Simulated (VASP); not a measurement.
Method: r2SCAN meta-GGA, VASP's PBE PAW potentials (set 64) (plane waves; VASP).

VASP input:

**POSCAR**
```
Si
5.4396120
  0.0000000000   0.5000000052   0.5000000052
  0.5000000052   0.0000000000   0.5000000052
  0.5000000052   0.5000000052   0.0000000000
Si
2
Cart
  0.0000000000   0.0000000000   0.0000000000
  0.2500000026   0.2500000026   0.2500000026
```

**INCAR**
```
! general
SYSTEM  = Si
PREC    = Accurate
ENCUT   = 480   ! plane-wave cut-off (eV)
LREAL   = F   ! projection in real space or not
LASPH   = T   ! aspherical one-centre terms

! electronic loop
EDIFF   = 1E-7
NELM    = 100
ALGO    = Normal
LMIXTAU = T

! smearing
ISMEAR  = 0   ! Gaussian
SIGMA   = 0.05   ! width (eV)

! functional
METAGGA = R2SCAN

! ions
ISIF    = 2   ! forces and stress, cell fixed

! output
LWAVE   = F
LCHARG  = F
```

### KPOINTS
```
Automatic mesh
0
Gamma
8 8 8
0 0 0
```

POTCAR, in this order: Si (PBE.64 set). Program: vasp_std.

Output

**OUTCAR**
```
 ion  position               nearest neighbor table
   1  0.000  0.000  0.000-   2 2.36   2 2.36   2 2.36   2 2.36
   2  0.250  0.250  0.250-   1 2.36   1 2.36   1 2.36   1 2.36
  LATTYP: Found a face centered cubic cell.
 ALAT       =     5.4396120570
 Subroutine PRICEL returns:
 Original cell was already a primitive cell.
 Subroutine GETGRP returns: Found 48 space group operations
The static configuration has the point symmetry T_d .
 The point group associated with its full space group is O_h .
The dynamic configuration has the point symmetry T_d .
 Subroutine INISYM returns: Found 48 space group operations
 Subroutine IBZKPT returns following result:
 Found     29 irreducible k-points:

 Following reciprocal coordinates:
            Coordinates               Weight
  0.000000  0.000000  0.000000      1.000000
  0.125000  0.000000  0.000000      8.000000
  0.250000  0.000000  0.000000      8.000000
  0.375000  0.000000  0.000000      8.000000
  0.500000  0.000000  0.000000      4.000000
  0.125000  0.125000  0.000000      6.000000
  0.250000  0.125000  0.000000     24.000000
  0.375000  0.125000  0.000000     24.000000
  0.500000  0.125000  0.000000     24.000000
 -0.375000  0.125000  0.000000     24.000000
 -0.250000  0.125000  0.000000     24.000000
 -0.125000  0.125000  0.000000     12.000000
  0.250000  0.250000  0.000000      6.000000
  0.375000  0.250000  0.000000     24.000000
  0.500000  0.250000  0.000000     24.000000
 -0.375000  0.250000  0.000000     24.000000
 -0.250000  0.250000  0.000000     12.000000
  0.375000  0.375000  0.000000      6.000000
  0.500000  0.375000  0.000000     24.000000
 -0.375000  0.375000  0.000000     12.000000
  0.500000  0.500000  0.000000      3.000000
  0.375000  0.250000  0.125000     24.000000
  0.500000  0.250000  0.125000     48.000000
 -0.375000  0.250000  0.125000     24.000000
  0.500000  0.375000  0.125000     24.000000
 -0.375000  0.375000  0.125000     48.000000
 -0.250000  0.375000  0.125000     24.000000
 -0.375000  0.500000  0.125000     12.000000
 -0.250000  0.500000  0.250000      6.000000
   k-points           NKPTS =     29   k-points in BZ     NKDIM =     29   number of bands    NBANDS=      8
   number of dos      NEDOS =    301   number of ions     NIONS =      2
   total plane-waves  NPLWV =  21952
   dimension x,y,z NGX =    28 NGY =   28 NGZ =   28
   dimension x,y,z NGXF=    56 NGYF=   56 NGZF=   56
   ions per type =               2
   PREC   = accura    normal or accurate (medium, high low for compatibility)
   ISTART =      0    job   : 0-new  1-cont  2-samecut
   ICHARG =      2    charge: 1-file 2-atom 10-const
   ISPIN  =      1    spin polarized calculation?
   LNONCOLLINEAR =      F non collinear calculations
   LSORBIT =      F    spin-orbit coupling
   INIWAV =      1    electr: 0-lowe 1-rand  2-diag
   ENCUT  =  480.0 eV  35.28 Ry    5.94 a.u.   6.87  6.87  6.87*2*pi/ulx,y,z
   NELM   =    100;   NELMIN=  2; NELMDL= -5     # of ELM steps
   EDIFF  = 0.1E-06   stopping-criterion for ELM
   LREAL  =      F    real-space projection
   NLSPLINE    = F    spline interpolate recip. space projectors
   LMAXMIX     =    2 max onsite mixed and CHGCAR
   VOSKOWN=      0    Vosko Wilk Nusair interpolation
   EDIFFG = 0.1E-05   stopping-criterion for IOM
   NSW    =      0    number of steps for IOM
   NBLOCK =      1;   KBLOCK =      1    inner block; outer block
   IBRION =     -1    ionic relax: 0-MD 1-quasi-New 2-CG
   NFREE  =      0    steps in history (QN), initial steepest desc. (CG)
   ISIF   =      2    stress and relaxation
   ISYM   =      2    0-nonsym 1-usesym 2-fastsym
   TEIN   =    0.0    initial temperature
   TEBEG  =    0.0;   TEEND  =   0.0 temperature during run
...
```

File OSZICAR:
```
       N       E                     dE             d eps       ncg     rms          rms(c)
DAV:   1    -0.179600869771E+00   -0.17960E+00   -0.32666E+03   464   0.747E+02
DAV:   2    -0.184512896863E+02   -0.18272E+02   -0.17425E+02   680   0.821E+01
DAV:   3    -0.187136925434E+02   -0.26240E+00   -0.25922E+00   616   0.124E+01
DAV:   4    -0.187146463509E+02   -0.95381E-03   -0.95381E-03   720   0.808E-01
DAV:   5    -0.187146479777E+02   -0.16267E-05   -0.16267E-05   584   0.248E-02    0.600E+00
DAV:   6    -0.175418767050E+02    0.11728E+01   -0.14691E-01   544   0.301E+00    0.421E+00
DAV:   7    -0.184920943948E+02   -0.95022E+00   -0.62307E-01   496   0.406E+00    0.826E-01
DAV:   8    -0.175416274217E+02    0.95047E+00   -0.14431E-01   488   0.272E+00    0.422E-01
DAV:   9    -0.175228748288E+02    0.18753E-01   -0.62206E-02   472   0.213E+00    0.283E-01
DAV:  10    -0.175472616012E+02   -0.24387E-01   -0.21820E-02   472   0.141E+00    0.855E-02
DAV:  11    -0.175474929907E+02   -0.23139E-03   -0.21859E-04   728   0.147E-01    0.544E-02
DAV:  12    -0.175475195221E+02   -0.26531E-04   -0.18922E-04   480   0.171E-01    0.446E-02
DAV:  13    -0.175474771725E+02    0.42350E-04   -0.11612E-04   464   0.150E-01    0.168E-02
DAV:  14    -0.175475268663E+02   -0.49694E-04   -0.21814E-05   512   0.584E-02    0.108E-02
DAV:  15    -0.175475251488E+02    0.17174E-05   -0.11787E-06   584   0.146E-02    0.850E-03
DAV:  16    -0.175475255505E+02   -0.40166E-06   -0.23613E-07   616   0.488E-03    0.112E-03
DAV:  17    -0.175475254875E+02    0.62973E-07   -0.53846E-08   328   0.249E-03
   1 F= -.17547525E+02 E0= -.17547525E+02  d E =-.816355E-11
```

### OUTCAR
```
------------------------ aborting loop because EDIFF is reached ----------------------------------------
  FORCE on cell =-STRESS in cart. coord.  units (eV):
  Direction    XX          YY          ZZ          XY          YZ          ZX
  --------------------------------------------------------------------------------------
  Total        0.0045711      0.0045711      0.0045711     -0.0000000     -0.0000000     -0.0000000
  in kB        0.1820051      0.1820051      0.1820051     -0.0000000     -0.0000000     -0.0000000
  external PRESSURE =       0.1820051 kB  Pullay stress =       0.0000000 kB
  volume of cell :       40.24
      direct lattice vectors                 reciprocal lattice vectors
     0.000000000  2.719806028  2.719806028    -0.183836639  0.183836639  0.183836639
     2.719806028  0.000000000  2.719806028     0.183836639 -0.183836639  0.183836639
     2.719806028  2.719806028  0.000000000     0.183836639  0.183836639 -0.183836639
 POSITION                                       TOTAL-FORCE (eV/Angst)
 -----------------------------------------------------------------------------------
      0.00000      0.00000      0.00000        -0.000000     -0.000000      0.000000
      1.35990      1.35990      1.35990         0.000000      0.000000     -0.000000
 -----------------------------------------------------------------------------------
    total drift:                                0.000000      0.000000     -0.000000
  FREE ENERGIE OF THE ION-ELECTRON SYSTEM (eV)
  ---------------------------------------------------
  free  energy   TOTEN  =       -17.5475254875 eV

  energy  without entropy=      -17.5475254875  energy(sigma->0) =      -17.54752549
```
(Selected blocks of OUTCAR.)

The compound is Si in the diamond structure. It was relaxed first.
